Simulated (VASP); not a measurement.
# BaTiO3: X-ray absorption with a core hole, part 2 of 2

Aim: an X-ray absorption edge of BaTiO3 by the supercell core-hole method. The cell has space group Pm-3m. The start is a cell from a database of measured crystal structures.

VASP 6.6.1, plane waves and PAW; the level of theory is named at each step.

So far: Set-up; Supercell without a hole.

## (3) K edge, Wyckoff site Ti a, full hole

This step: supercell core-hole method, LDA, full hole, no spin polarisation; plane waves and PAW (Ti_sv, Ba_sv_GW, Ti_sv, O) (VASP 6.6.1).

One core electron is taken from the first atom, which POSCAR lists as a species of its own, and NELECT stays that of the neutral valence shell, so the cell is charged against a background. NBANDS covers the range above the edge. The first density still holds the charge taken from the core, which is what the BRMIX lines of the log report.

The input, INCAR:

```
SYSTEM = BaTiO3
PREC = Accurate
ENCUT = 400
EDIFF = 1E-06
NELM = 100
ISMEAR = 0
SIGMA = 0.05
LREAL = .FALSE.
ALGO = Normal
GGA = CA
NBANDS = 120
LASPH = .TRUE.
LWAVE = .FALSE.
LCHARG = .FALSE.
KPAR = 2
ICORELEVEL = 2
CLNT = 1
CLN = 1
CLL = 0
CLZ = 1
CH_LSPEC = .TRUE.
CH_NEDOS = 1500
CH_SIGMA = 1
NELECT = 80
```

The input, POSCAR:

```
BaTiO3
1.0
    4.0060000000      0.0000000000      4.0060000000
    0.0000000000      4.0060000000      4.0060000000
    0.0000000000     -4.0060000000      4.0060000000
Ti Ba Ti O
1 2 1 6
Direct
    0.0000000000      0.0000000000      0.0000000000
    0.5000000000      0.2500000000      0.7500000000
    0.5000000000      0.7500000000      0.2500000000
    0.0000000000      0.5000000000      0.5000000000
    0.0000000000      0.2500000000      0.2500000000
    0.0000000000      0.7500000000      0.7500000000
    0.0000000000      0.2500000000      0.7500000000
    0.0000000000      0.7500000000      0.2500000000
    0.5000000000      0.7500000000      0.7500000000
    0.5000000000      0.2500000000      0.2500000000
```

The input, KPOINTS:

```
Automatic mesh
0
Gamma
3 3 3
0 0 0
```

The projector-augmented-wave data sets are Ti_sv, Ba_sv_GW, Ti_sv and O (PBE family, release 64).

On the command line:

```bash
mpirun -np 8 vasp_std
```

The log of the run:

```text
[banner, memory and clock lines left out]
running    8 mpi-ranks, on    1 nodes
 distrk:  each k-point on    4 cores,    2 groups
 distr:  one band on    1 cores,    4 groups

 POSCAR found type information on POSCAR TiBaTiO
 POSCAR found :  4 types and      10 ions
|                                                                             |
|           W    W    AA    RRRRR   N    N  II  N    N   GGGG   !!!           |
|           W    W   A  A   R    R  NN   N  II  NN   N  G    G  !!!           |
|           W    W  A    A  R    R  N N  N  II  N N  N  G       !!!           |
|           W WW W  AAAAAA  RRRRR   N  N N  II  N  N N  G  GGG   !            |
|           WW  WW  A    A  R   R   N   NN  II  N   NN  G    G                |
|           W    W  A    A  R    R  N    N  II  N    N   GGGG   !!!           |
|                                                                             |
|     For optimal performance we recommend to set                             |
|       NCORE = 2 up to number-of-cores-per-socket                            |
|     NCORE specifies how many cores store one orbital (NPAR=cpu/NCORE).      |
|     This setting can greatly improve the performance of VASP for DFT.       |
|     The default, NCORE=1 might be grossly inefficient on modern             |
|     multi-core architectures or massively parallel machines. Do your        |
|     Unfortunately you need to use the default for GW and RPA                |
|     calculations (for HF NCORE is supported but not extensively tested      |
|     yet).                                                                   |
|                                                                             |

 [... a notice as in an earlier step ...]

 LDA part: xc-table for (Slater(with rela. corr.)+CA(PZ))
 , standard interpolation
 POSCAR, INCAR and KPOINTS ok, starting setup
 FFT: planning ... GRIDC
 FFT: planning ... GRID_SOFT
 FFT: planning ... GRID
 WAVECAR not read
 entering main loop
       N       E                     dE             d eps       ncg     rms          rms(c)
DAV:   1     0.662813614933E+03    0.66281E+03   -0.23393E+04   960   0.628E+02
DAV:   2    -0.157322706216E+03   -0.82014E+03   -0.72865E+03   992   0.236E+02
DAV:   3    -0.266565028528E+03   -0.10924E+03   -0.10227E+03  1096   0.888E+01
DAV:   4    -0.272159110787E+03   -0.55941E+01   -0.54597E+01  1576   0.207E+01
DAV:   5    -0.272304597878E+03   -0.14549E+00   -0.14530E+00  1416   0.317E+00BRMIX: very serious problems
 the old and the new charge density differ
 old charge density:    81.00000 new   80.00000
BRMIX: very serious problems
 the old and the new charge density differ
 old charge density:    81.00000 new   80.00000
    0.244E+01
DAV:   6    -0.262471775999E+03    0.98328E+01   -0.85903E+00  1408   0.206E+01    0.250E+01
DAV:   7    -0.263231920455E+03   -0.76014E+00   -0.11759E+01  1248   0.176E+01    0.137E+01
DAV:   8    -0.259818767789E+03    0.34132E+01   -0.91347E-01  1112   0.527E+00    0.718E+00
DAV:   9    -0.259211599984E+03    0.60717E+00   -0.15152E-01  1200   0.318E+00    0.309E+00
DAV:  10    -0.259183121333E+03    0.28479E-01   -0.18149E-01  1136   0.165E+00    0.127E+00
DAV:  11    -0.259180806707E+03    0.23146E-02   -0.27452E-02  1168   0.948E-01    0.564E-01
DAV:  12    -0.259181079240E+03   -0.27253E-03   -0.88342E-03  1128   0.642E-01    0.602E-01
DAV:  13    -0.259178365034E+03    0.27142E-02   -0.23409E-03  1104   0.411E-01    0.310E-01
DAV:  14    -0.259177433468E+03    0.93157E-03   -0.59118E-04  1328   0.108E-01    0.157E-01
DAV:  15    -0.259177140780E+03    0.29269E-03   -0.59179E-05  1368   0.470E-02    0.452E-02
DAV:  16    -0.259177117117E+03    0.23664E-04   -0.25541E-05  1408   0.238E-02    0.118E-02
DAV:  17    -0.259177116945E+03    0.17158E-06   -0.82042E-06  1216   0.987E-03
   1 F= -.25917712E+03 E0= -.25917712E+03  d E =-.183762E-10
 Starting Core_Hole_Spec
 Ending Core_Hole_Spec
```

Elapsed: 7 s, on 8 MPI ranks of Intel Xeon 6975P-C (Granite Rapids), shared host; peak memory 1.3 GiB; 42 s of CPU time.

From OUTCAR (step 3):

```text
NELECT = 80

 ion  position               nearest neighbor table
   1  0.000  0.000  0.000-   5 2.00   6 2.00   7 2.00   8 2.00   9 2.00  10 2.00
   2  0.500  0.250  0.750-
   3  0.500  0.750  0.250-
   4  0.000  0.500  0.500-   5 2.00   6 2.00   7 2.00   8 2.00  10 2.00   9 2.00
   5  0.000  0.250  0.250-   1 2.00   4 2.00
   6  0.000  0.750  0.750-   1 2.00   4 2.00
   7  0.000  0.250  0.750-   1 2.00   4 2.00
   8  0.000  0.750  0.250-   1 2.00   4 2.00
   9  0.500  0.750  0.750-   4 2.00   1 2.00
  10  0.500  0.250  0.250-   1 2.00   4 2.00

The static configuration has the point symmetry O_h .

 Found      4 irreducible k-points:

   k-points           NKPTS =      4   k-points in BZ     NKDIM =      4   number of bands    NBANDS=    120

 the core state eigenenergies are
   1-  1s  -5150.3614  2s   -591.5656  2p   -510.0160
   2-  1s -37234.8143  2s  -5872.2785  2p  -5263.4890  3s  -1227.7552  3p  -1032.6893
       3d   -749.6494  4s   -228.8286  4p   -165.9304  4d    -74.6607
   3-  1s -37234.8143  2s  -5872.2785  2p  -5263.4890  3s  -1227.7552  3p  -1032.6893
       3d   -749.6494  4s   -228.8286  4p   -165.9304  4d    -74.6607
   4-  1s  -4858.5452  2s   -527.3935  2p   -434.6631
   5-  1s   -500.1498
   6-  1s   -500.1498
   7-  1s   -500.1498
   8-  1s   -500.1498
   9-  1s   -500.1498
  10-  1s   -500.1498

 E-fermi :   4.8995

 k-point     1 :       0.0000    0.0000    0.0000
  band No.  band energies     occupation
    ...
     36       4.4871      2.00000
     37       4.4871      2.00000
     38       4.6168      2.00000
     39       4.6168      2.00000
     40       4.6168      2.00000
     41       5.1440      0.00000
     42       5.1440      0.00000
     43       5.1440      0.00000
     44       6.9867      0.00000
     45       6.9867      0.00000
    ...

 k-point     2 :       0.3333    0.0000    0.0000
  band No.  band energies     occupation
    ...
     36       3.9458      2.00000
     37       3.9458      2.00000
     38       3.9915      2.00000
     39       3.9915      2.00000
     40       4.5709      2.00000
     41       5.1212      0.00000
     42       6.0909      0.00000
     43       6.0909      0.00000
     44       6.9882      0.00000
     45       7.9004      0.00000
    ...

  Total      -26.6990769    -26.6990769    -26.6990769     -0.0000000      0.0000000     -0.0000000
  in kB     -332.6932562   -332.6932562   -332.6932562     -0.0000000      0.0000000     -0.0000000
  external PRESSURE =    -332.6932562 kB  Pullay stress =       0.0000000 kB

 POSITION                                       TOTAL-FORCE (eV/Angst)
 -----------------------------------------------------------------------------------
      0.00000      0.00000      0.00000         0.000000     -0.000000     -0.000000
      2.00300     -2.00300      6.00900         0.000000      0.000000     -0.000000
      2.00300      2.00300      6.00900        -0.000000      0.000000     -0.000000
      0.00000      0.00000      4.00600         0.000000      0.000000     -0.000000
      0.00000      0.00000      2.00300        -0.000000      0.000000     -1.234542
      0.00000      0.00000      6.00900        -0.000000      0.000000      1.234542
      0.00000     -2.00300      4.00600        -0.000000     -1.234542     -0.000000
      0.00000      2.00300      4.00600         0.000000      1.234542     -0.000000
      2.00300      0.00000      8.01200        -1.234542      0.000000     -0.000000
      2.00300      0.00000      4.00600         1.234542      0.000000     -0.000000
 -----------------------------------------------------------------------------------
    total drift:                                0.000000      0.000000     -0.000000

  FREE ENERGIE OF THE ION-ELECTRON SYSTEM (eV)
  ---------------------------------------------------
  free  energy   TOTEN  =      -259.1771169452 eV

  energy  without entropy=     -259.1771169452  energy(sigma->0) =     -259.17711695

[... 6 parts as in an earlier step ...]

[... 2 further parts left out ...]
```

This step gave:

* free energy (TOTEN): -259.1771 eV
* Fermi energy: 4.899 eV

Smoothed further by a Gaussian, to a width of roughly 2 to 2.4 eV in all; heights scale with one over the cell volume; the energy axis is the program's own, and the fall at its high end is where NBANDS ends. Table of imaginary dielectric function times 10^5, xx by photon energy; read off at these points:

photon energy (eV), imaginary dielectric function times 10^5, xx and a bar:
```
   4867.0      0.000 
   4868.0      0.000 
   4869.0      0.000 
   4870.0      0.001 
   4871.0      0.001 
   4872.0      0.002 
   4873.0      0.005 
   4874.0      0.007 #
   4875.0      0.014 #
   4876.0      0.024 ##
   4877.0      0.021 ##
   4878.0      0.015 #
   4879.0      0.016 ##
   4880.0      0.018 ##
   4881.0      0.024 ##
   4882.0      0.029 ###
   4883.0      0.036 ###
   4884.0      0.055 #####
   4885.0      0.099 ##########
   4886.0      0.183 ##################
   4887.0      0.285 ############################
   4887.7      0.308 ##############################
   4888.0      0.297 #############################
   4889.0      0.212 #####################
   4890.0      0.137 #############
   4891.0      0.128 ############
   4892.0      0.119 ############
   4893.0      0.105 ##########
   4894.0      0.141 ##############
   4895.0      0.158 ###############
   4896.0      0.119 ############
   4897.0      0.112 ###########
   4898.0      0.135 #############
   4899.0      0.125 ############
   4900.0      0.118 ###########
   4901.0      0.112 ###########
   4902.0      0.085 ########
   4903.0      0.049 #####
   4904.0      0.017 ##
   4905.0      0.003 
   4906.0      0.000 
   4907.0      0.000
```

The smoothed xx curve reaches a tenth of its top at about 4882 eV.

## (4) K edge, Wyckoff site Ti a, no hole

This step: supercell core-hole method, LDA, no hole, no spin polarisation; plane waves and PAW (Ti_sv, Ba_sv_GW, Ti_sv, O) (VASP 6.6.1).

With CLZ = 0 the final states feel no hole, which shows what the hole does. NBANDS covers the range above the edge.

Edit INCAR of step 3 so:

```diff
@@ -19,3 +19,3 @@
 CLL = 0
-CLZ = 1
+CLZ = 0
 CH_LSPEC = .TRUE.
@@ -23,2 +23 @@
 CH_SIGMA = 1
-NELECT = 80
```

POSCAR is that of step 3.

KPOINTS is that of step 3.

On the command line:

```bash
mpirun -np 8 vasp_std
```

The log of the run:

```text
[banner, memory and clock lines left out]
running    8 mpi-ranks, on    1 nodes
 distrk:  each k-point on    4 cores,    2 groups
 distr:  one band on    1 cores,    4 groups

 POSCAR found type information on POSCAR TiBaTiO
 POSCAR found :  4 types and      10 ions
 [... a notice as in an earlier step ...]

 [... a notice as in an earlier step ...]

 LDA part: xc-table for (Slater(with rela. corr.)+CA(PZ))
 , standard interpolation
 POSCAR, INCAR and KPOINTS ok, starting setup
 FFT: planning ... GRIDC
 FFT: planning ... GRID_SOFT
 FFT: planning ... GRID
 WAVECAR not read
 entering main loop
       N       E                     dE             d eps       ncg     rms          rms(c)
DAV:   1     0.873440055573E+03    0.87344E+03   -0.22885E+04   960   0.612E+02
DAV:   2     0.741278741101E+01   -0.86603E+03   -0.75232E+03  1016   0.237E+02
DAV:   3    -0.105333843571E+03   -0.11275E+03   -0.10762E+03  1072   0.906E+01
DAV:   4    -0.112696711684E+03   -0.73629E+01   -0.71978E+01  1592   0.221E+01
DAV:   5    -0.112873803707E+03   -0.17709E+00   -0.17679E+00  1496   0.331E+00    0.315E+01
DAV:   6    -0.930564816697E+02    0.19817E+02   -0.16300E+01  1360   0.300E+01    0.128E+01
DAV:   7    -0.921047777438E+02    0.95170E+00   -0.61668E+00  1224   0.117E+01    0.950E+00
DAV:   8    -0.918198645925E+02    0.28491E+00   -0.60557E-01  1256   0.307E+00    0.679E+00
DAV:   9    -0.916830302506E+02    0.13683E+00   -0.20681E-01  1408   0.340E+00    0.280E+00
DAV:  10    -0.916112726600E+02    0.71758E-01   -0.16972E-01  1176   0.165E+00    0.176E+00
DAV:  11    -0.915714216481E+02    0.39851E-01   -0.17596E-02  1256   0.107E+00    0.605E-01
DAV:  12    -0.915732507710E+02   -0.18291E-02   -0.83648E-03  1336   0.251E-01    0.418E-01
DAV:  13    -0.915714915159E+02    0.17593E-02   -0.11004E-03  1208   0.245E-01    0.244E-01
DAV:  14    -0.915714271520E+02    0.64364E-04   -0.20758E-04  1400   0.556E-02    0.129E-01
DAV:  15    -0.915713767104E+02    0.50442E-04   -0.16417E-04  1272   0.483E-02    0.438E-02
DAV:  16    -0.915713763713E+02    0.33913E-06   -0.11552E-05  1392   0.134E-02    0.320E-02
DAV:  17    -0.915713674176E+02    0.89537E-05   -0.52711E-06  1384   0.148E-02    0.111E-02
DAV:  18    -0.915713666907E+02    0.72687E-06   -0.34928E-06  1224   0.510E-03
   1 F= -.91571367E+02 E0= -.91571367E+02  d E =-.217408E-17
 Starting Core_Hole_Spec
 Ending Core_Hole_Spec
```

Run time: 7.4 s. Hardware: 8 MPI ranks; peak memory 1.3 GiB.

OUTCAR, selected parts (step 4):

```text
The static configuration has the point symmetry O_h .

 Found      4 irreducible k-points:

   NELECT =      80.0000    total number of electrons

 the core state eigenenergies are
   1-  1s  -4857.8709  2s   -526.7582  2p   -434.0220
   2-  1s -37234.8003  2s  -5872.2886  2p  -5263.4956  3s  -1227.8063  3p  -1032.7400
       3d   -749.6954  4s   -228.9499  4p   -166.0591  4d    -74.8048
   3-  1s -37234.8003  2s  -5872.2886  2p  -5263.4956  3s  -1227.8063  3p  -1032.7400
       3d   -749.6954  4s   -228.9499  4p   -166.0591  4d    -74.8048
   4-  1s  -4857.8711  2s   -526.7584  2p   -434.0222
   5-  1s   -499.2902
   6-  1s   -499.2902
   7-  1s   -499.2902
   8-  1s   -499.2902
   9-  1s   -499.2902
  10-  1s   -499.2902

 E-fermi :   5.3270

 k-point     1 :       0.0000    0.0000    0.0000
  band No.  band energies     occupation
    ...
     36       4.9194      2.00000
     37       4.9194      2.00000
     38       5.0316      2.00000
     39       5.0316      2.00000
     40       5.0316      2.00000
     41       6.7078      0.00000
     42       6.7078      0.00000
     43       6.7078      0.00000
     44       8.9649      0.00000
     45       8.9649      0.00000
    ...

 k-point     2 :       0.3333    0.0000    0.0000
  band No.  band energies     occupation
    ...
     36       4.3268      2.00000
     37       4.3268      2.00000
     38       4.4496      2.00000
     39       4.4496      2.00000
     40       4.9817      2.00000
     41       6.8049      0.00000
     42       8.0950      0.00000
     43       8.0950      0.00000
     44       8.6478      0.00000
     45       8.6478      0.00000
    ...

  Total      -11.4447385    -11.4447385    -11.4447385      0.0000000      0.0000000      0.0000000
  in kB     -142.6111977   -142.6111977   -142.6111977      0.0000000      0.0000000      0.0000000
  external PRESSURE =    -142.6111977 kB  Pullay stress =       0.0000000 kB

 POSITION                                       TOTAL-FORCE (eV/Angst)
 -----------------------------------------------------------------------------------
      0.00000      0.00000      0.00000         0.000000     -0.000000     -0.000000
      2.00300     -2.00300      6.00900         0.000000     -0.000000     -0.000000
      2.00300      2.00300      6.00900         0.000000     -0.000000     -0.000000
      0.00000      0.00000      4.00600         0.000000     -0.000000     -0.000000
      0.00000      0.00000      2.00300         0.000000     -0.000000      0.000005
      0.00000      0.00000      6.00900         0.000000     -0.000000     -0.000005
      0.00000     -2.00300      4.00600         0.000000      0.000005     -0.000000
      0.00000      2.00300      4.00600         0.000000     -0.000005     -0.000000
      2.00300      0.00000      8.01200         0.000005     -0.000000     -0.000000
      2.00300      0.00000      4.00600        -0.000005     -0.000000      0.000000
 -----------------------------------------------------------------------------------
    total drift:                                0.000000      0.000000     -0.000000

  FREE ENERGIE OF THE ION-ELECTRON SYSTEM (eV)
  ---------------------------------------------------
  free  energy   TOTEN  =       -91.5713666907 eV

  energy  without entropy=      -91.5713666907  energy(sigma->0) =      -91.57136669

[... 8 parts as in an earlier step ...]

[... 2 further parts left out ...]
```

This step gave:

```
free energy (TOTEN) : -91.5714 eV
Fermi energy        : 5.327 eV
pressure            : -14.26 GPa
```

Smoothed further by a Gaussian, to a width of roughly 2 to 2.4 eV in all; heights scale with one over the cell volume; the energy axis is the program's own, and the fall at its high end is where NBANDS ends. The imaginary dielectric function times 10^5, xx by photon energy; read off at these points:

```csv
photon energy (eV),"imaginary dielectric function times 10^5, xx"
4869.5,1.0e-6
4870.6,3.4e-5
4871.8,3.9e-4
4873.0,0.00214
4874.2,0.00886
4875.4,0.0214
4876.6,0.0282
4877.8,0.0256
4878.9,0.0190
4880.1,0.0190
4881.7,0.0255
4882.9,0.0297
4884.1,0.0486
4885.3,0.0945
4886.5,0.197
4887.6,0.316
4888.0,0.328
4888.8,0.297
4890.0,0.190
4891.2,0.156
4892.4,0.136
4893.6,0.136
4894.8,0.200
4895.1,0.205
4895.9,0.172
4897.1,0.134
4898.3,0.165
4898.7,0.166
4899.5,0.158
4900.7,0.153
4901.9,0.106
4903.4,0.0279
4904.6,0.00448
4905.8,2.5e-4
4907.0,4.0e-6
4908.2,0
4909.4,0
4910.6,0
4911.8,0
4912.9,0
4914.1,0
```

The smoothed xx curve reaches a tenth of its top at about 4883 eV.

## (5) Summary

This step: supercell core-hole method, LDA; plane waves and PAW (VASP 6.6.1).

No new run; the numbers come from the runs before.

Core-hole runs:

```
site       hole  cost (core minutes)
Ti a  full hole                 0.93
Ti a    no hole                 0.99
```

## (6) Results

```
K edge of Ti a, full hole : xx reaches a tenth of its top at 4882.4 eV on the program's axis; share within the next 5 eV of the next 20 eV: 22 %
K edge of Ti a, no hole   : xx reaches a tenth of its top at 4883.2 eV on the program's axis; share within the next 5 eV of the next 20 eV: 24 %
```

What this shows: The Ti K edge, for light polarised along x, reaches a tenth of its top at 4882.4 eV on the program's axis. That mark passes over any weaker pre-edge, and only dipole transitions enter. In the charged run (full hole) weight just under or at the onset may be a state bound to the hole or the highest filled band counted as a final state; this wasn't checked, so onset and share of that run are in doubt. Share of the first 20 eV of absorption, for light polarised along x, that lies within 5 eV of each run's own onset: 24 % with no hole and 22 % with full hole. One site of the element was run (Wyckoff letter a). With 10 atoms and a 3×3×3 mesh the peak shapes still carry the imprint of the mesh, and the holes are close enough to feel one another. The fall at the high end is where NBANDS ends. The other core electrons stay frozen, so neither the program's energy axis nor the change of TOTEN is an excitation energy; spectra are aligned at the onset when set beside measurement. The given cell is kept, although it stands at -14.3 GPa at LDA and ENCUT = 400 eV, which holds the mismatch of the given cell with this functional, any error of the entry itself and any basis-set error. Not tabulated here, as repeats of values shown or as unfit to read for their mesh, reference level or band range: gaps (K edge, supercell without a hole); pressures of a box with vacuum or a charge (K edge); core levels (K edge).

[Lines on the potential files, build, host, timing and source positions are cut from VASP's logs without a mark.]

[Logs are printed without paths, hosts, clocks, repeated set-up lines and the standing remarks that a program may print on its own settings, such as how far it seeks lower states.]

[Hosts, paths, dates, database ids (printed as entryN), source tags and the programs' standing remarks are cut or masked in the printed files.]
